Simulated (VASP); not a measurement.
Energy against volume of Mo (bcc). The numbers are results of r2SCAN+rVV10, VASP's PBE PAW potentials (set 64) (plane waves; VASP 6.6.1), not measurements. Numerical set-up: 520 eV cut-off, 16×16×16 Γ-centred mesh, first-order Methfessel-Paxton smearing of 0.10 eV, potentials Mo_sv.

```
V (Å³/atom)  E (eV/atom)
-----------  -----------
14.690         -25.80958
15.159         -25.84934
15.628         -25.86054
16.097         -25.84729
```

### Question
Fit these four points and predict the energy of the run at 16.566 Å³/atom.

### Answer
A cubic in V^(−2/3), the third-order Birch-Murnaghan form, passes through the four points with V0 = 15.60 Å³/atom and B0 = 280 GPa, and gives -25.8131 eV/atom there. The run gave -25.8133 eV/atom, -0.2 meV/atom from the fit; all five points give B0 = 280 GPa.

The compound is Mo in the bcc structure. It was relaxed first.
